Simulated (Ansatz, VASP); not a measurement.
# SnTeSe in two plane-wave programs

Aim: how closely do two programs agree when they are given the same cell, functional and k mesh? The cell is taken from a series of runs on this material, whose earlier steps may have relaxed, scaled, displaced or heated it; both programs get it as it stands.

Program: Ansatz 0.2.0. Level of theory: plane waves, with VASP 6.6.1 beside it; zone-centre phonons at PBE. Results are calculated unless marked as measured.

## 1. The starting structure

The cell holds 3 atoms: 1 Sn, 1 Se and 1 Te. Its edges and angles: a = 3.873 Å, b = 3.873 Å, c = 30.000 Å, α = 90.0°, β = 90.0°, γ = 120.0°. Vacuum lies along c.

## 2. Ansatz: zone-centre phonons, PBE

Ansatz runs on its PAW soft_1 files.

Second derivatives magnify differences that forces hide, and they need a tight electronic threshold.

Contents of input.yaml:

```yaml
crystal:
  lattice:
    - [3.8728339103, 0.0, 0.0]
    - [-1.9364169551, 3.353972551, 0.0]
    - [0.0, 0.0, 30.0]
  atoms:
    - { symbol: Sn, position: [0.0, 0.0, 0.3357380607] }
    - { symbol: Se, position: [0.3333333333, 0.6666666667, 0.3887598137] }
    - { symbol: Te, position: [0.6666666667, 0.3333333333, 0.2721687922] }
  periodic: [true, true, false]
kpoints:
  mp_grid: { grid: [12, 12, 1] }
hamiltonian:
  xc: pbe
  pseudopotentials: { kind: paw, azcp: { folder: soft_1 } }
scf:
  occupations: { method: methfessel_paxton, width: 0.2 }
output:
  eigenvalues: true
phonons:
  method: dfpt
```

The run is started by

```
$ ansatz run input.yaml --threads 8 --pin off --max-ram 16384MiB --backend cpu --events-out ev --progress --plain --runs-dir out
```

Numbers of over 12 decimals in the logs are rounded to 6 here.

Log:

```text
Engine: ansatz 0.2.0, x86_64-unknown-linux-gnu
Pseudopotentials: kind: paw
Pseudopotential: Sn, paw, valence charge 14, recommended cutoff 420 eV (normal), soft_1/Sn.paw.azcp
Pseudopotential: Se, paw, valence charge 16, recommended cutoff 420 eV (normal), soft_1/Se.paw.azcp
Pseudopotential: Te, paw, valence charge 16, recommended cutoff 420 eV (normal), soft_1/Te.paw.azcp
Functional definition: PBE
  parameter kappa = 0.804
  parameter beta = 0.066725
  exchange = pbe_x(kappa = kappa, mu = beta*pi^2/3)
  correlation = pbe_c(beta = beta)
Crystal: 3 atoms, lattice volume = 389.681 Å³
Basis set: ecut = 420 eV, 7685 PW (Γ), exchange–correlation on 54×54×432 points (8 copies of the dense FFT grid, shifted against one another)
Bands: 28, of which v1, the nominal top of the filled ones, is band 23 counted from 1 (22 counted from 0)
Symmetry: 6 space group operations
k-points: 43 of 144 (irreducible under 2 space group operations, time reversal used)
Non-local potential: Sn, projectors of the file, l = 0: 2, l = 1: 2, l = 2: 2, l = 3: 1
Non-local potential: Se, projectors of the file, l = 0: 2, l = 1: 2, l = 2: 3, l = 3: 1
Non-local potential: Te, projectors of the file, l = 0: 2, l = 1: 2, l = 2: 2, l = 3: 1
PAW form: soft (Blöchl's): semilocal exchange-correlation on the pseudo side does not see the compensation charge
PAW one-centre angular grid: Sn, 590 points (default); XC on 64 Gauss nodes
PAW one-centre angular grid: Se, 590 points (default); XC on 64 Gauss nodes
PAW one-centre angular grid: Te, 590 points (default); XC on 64 Gauss nodes
Initial density: superposition of atomic densities (neutral atoms: chi_scale 0, normalization atom)
Initial wavefunctions: pseudopotential atomic-orbital guess
Functional: x = pbe(κ = 0.804, μ = 0.219515), c = pbe(β = 0.066725)
iter 1 solved again at ethr=1.73e-3 eV; its pass at ethr=3.10e-3 eV (dr2=7.98e-1 eV) is discarded
SCF iter   1: F=—  HF=-18474.081274 eV  |F-HF|=—  |Δ(HF+E_count)|=         —  Δρ=1.10e-2  dr2=8.18e-1  ethr=1.73e-3  ⟨swp⟩=1.2  Hψ=9661  notcnv=0
preconditioner: auto → LDOS  [insulator: Δε(μ)=0.147 eV  Ē_g=9.124 eV  σ=0.200 eV  W_gap=0.57  n_scr=36 (ndim 8)  ℏωp=7.5 eV  f_vac=0.749  D(μ)=1.21/eV (n_scr^D=6)  ε∞_Penn≈1.7  β→1.0]
SCF iter   2: F=—  HF=-18473.951296 eV  |F-HF|=—  |Δ(HF+E_count)|=   1.30e-1  S|Δr|=    0.00e0  Δρ=4.82e-3  dr2=2.92e-1  ethr=1.73e-3  ⟨swp⟩=4.0  Hψ=2993  notcnv=0  defer=11
SCF iter   3: F=—  HF=-18473.913715 eV  |F-HF|=—  |Δ(HF+E_count)|=   3.76e-2  S|Δr|=    0.00e0  Δρ=1.33e-3  dr2=1.76e-2  ethr=6.35e-4  ⟨swp⟩=2.4  Hψ=2347  notcnv=0  defer=11
SCF iter   4: F=—  HF=-18473.909321 eV  |F-HF|=—  |Δ(HF+E_count)|=   4.39e-3  S|Δr|=    0.00e0  Δρ=3.18e-4  dr2=8.07e-4  ethr=3.82e-5  ⟨swp⟩=3.4  Hψ=2651  notcnv=0  defer=11
SCF iter   5: F=—  HF=-18473.909270 eV  |F-HF|=—  |Δ(HF+E_count)|=   5.05e-5  S|Δr|=    0.00e0  Δρ=9.45e-5  dr2=4.75e-5  ethr=1.75e-6  ⟨swp⟩=3.0  Hψ=2070  notcnv=0  defer=11
SCF iter   6: F=—  HF=-18473.909285 eV  |F-HF|=—  |Δ(HF+E_count)|=   1.45e-5  S|Δr|=    0.00e0  Δρ=2.50e-5  dr2=3.20e-6  ethr=1.03e-7  ⟨swp⟩=3.3  Hψ=2693  notcnv=0  defer=11
SCF iter   7: F=—  HF=-18473.909333 eV  |F-HF|=—  |Δ(HF+E_count)|=   4.76e-5  S|Δr|=    0.00e0  Δρ=7.15e-6  dr2=2.40e-7  ethr=6.97e-9  ⟨swp⟩=3.2  Hψ=2185  notcnv=0  defer=11
SCF iter   8: F=—  HF=-18473.909333 eV  |F-HF|=—  |Δ(HF+E_count)|=   3.13e-7  S|Δr|=    0.00e0  Δρ=1.81e-6  dr2=9.14e-9  ethr=5.21e-10  ⟨swp⟩=3.7  Hψ=2307  notcnv=0  defer=11
SCF iter   9: F=—  HF=-18473.909333 eV  |F-HF|=—  |Δ(HF+E_count)|=   7.37e-8  S|Δr|=    0.00e0  Δρ=4.70e-7  dr2=6.49e-10  ethr=1.99e-11  ⟨swp⟩=2.9  Hψ=2377  notcnv=0  defer=11
SCF iter  10: F=—  HF=-18473.909333 eV  |F-HF|=—  |Δ(HF+E_count)|=   1.41e-8  S|Δr|=    0.00e0  Δρ=1.25e-7  dr2=6.45e-11  ethr=1.41e-12  ⟨swp⟩=3.0  Hψ=2527  notcnv=0  defer=11
SCF iter  11: F=-18473.909333 eV  HF=-18473.909333 eV  |F-HF|=6.84e-10  |Δ(HF+E_count)|=   1.46e-9  S|Δr|=    0.00e0  Δρ=4.40e-8  dr2=7.02e-12  ethr=1.00e-12  ⟨swp⟩=17.2  Hψ=9037  notcnv=0
SCF 1 converged in 11 iterations: F = -18473.909333 eV  dr2 = 7.02e-12
  greatest PAW one-centre occupation: 1.000 electrons in one spin orbital (limit 2), on the Se atom at site 1 (counted from 0), in its partial waves of l = 2
DFPT response loops at Γ: preconditioner auto → none (partly filled bands, converged f_vac=0.754); β = 0.50; Broyden in place of MSR1
SCF converged after 11 iterations
Stability not checked: this state was not tested for a lower state beside it, because cold or Methfessel-Paxton smearing, or corrected tetrahedra, fill the levels in a way that the test cannot read (fill_not_monotonic; see scf.lower_state_search)
Free energy (F): -18473.909333 eV
Harris-Foulkes:  -18473.909333 eV  (|F-HF|=6.84e-10)
Internal energy: -18473.909358 eV  (E = F + TS)
E sigma→0 (E₀):  -18473.909339 eV
Entropy (-TS):   0.000025 eV (0.008 meV/atom)
Fermi energy:    -4.949594 eV
--- Per-component energies (eV) ---
  E_band       = -1371.797583
  E_kinetic    = 450.548580
  E_local      = -89748.421904  (includes V_loc(G=0)·N_el)
  E_nonlocal   = -143.341221
  E_hartree    = 44625.198536
  E_xc         = -332.455101
  E_vxc        = -271.300108  (∫ρ·V_xc dr)
  E_paw        = -11172.105277  (= ΣΔE_a)
  E_vpaw       = -909.680099  (= ΣTr[D̂ρ^β])
  E_aug_tail   = 0.000002  (compensation charges beyond the density's cutoff)
  E_ewald      = 37846.667027
  E_smearing   = 0.000025  (= −TS)
  E_closure    = 0.000000  (closes the sum)
  Σ components = -18473.909333   (vs F -18473.909333, Δ=0.00e0)
--- Band table (eV; the first three rows and the last of 43) ---
  k-point 0: bands = [... 19 lower, -6.1325, -6.1325, -4.7083, -4.7083, -4.1859, -2.0128 (-2.0128°), -1.2520, -1.2520, ... 1 higher]
  k-point 1: bands = [... 19 lower, -6.6769, -6.2662, -5.3247, -4.7819, -3.7867, -1.7568 (-1.7568°), -1.3166 (-1.3166°), -1.0979, ... 1 higher]
  k-point 2: bands = [... 19 lower, -7.0002, -6.5896, -6.3264, -4.9706, -3.5750, -1.9512, -0.7683 (-0.7683°), -0.6973, ... 1 higher]
  k-point 42: bands = [... 19 lower, -8.8385, -8.0020, -6.9839, -6.1958, -4.1831, -1.6049, -0.7692, 0.0289, ... 1 higher]
  ° read free of the cell's end (the report's vacuum.weakly_bound_levels)
--- Phonons (Γ-DFPT): 6 representative perturbations + reference, on 43 of 144 k-points (Σ response iterations 23) ---
  k mesh reduced under 2 symmetry operations, with k and −k counted as one. Each operation leaves every solved perturbation unchanged. A smaller set is not used because it would not reduce the number of displacements times k-points to solve
  ASR residual: 2.313e-4 → 0.000e0 eV/Å²; symmetrization residual: 4.292e-5 eV/Å²
  ASR residual per site (eV/Å²): 2.31e-4 1.68e-4 8.04e-6
  Γ frequencies (cm⁻¹): 0.00 0.00 0.00 77.20 77.20 127.75 127.75 130.25 218.25
  non-analytic LO–TO correction: not included (Born effective charges unavailable; polar crystals: no LO–TO splitting at Γ)
```

[end of part 1 of 2]

[Lines on the potential files, build, host, timing and source positions are cut from VASP's logs without a mark.]

[Logs are printed without paths, hosts, clocks, repeated set-up lines and the standing remarks that a program may print on its own settings, such as how far it seeks lower states.]

[Hosts, paths, dates, database ids (printed as entryN), source tags and the programs' standing remarks are cut or masked in the printed files.]
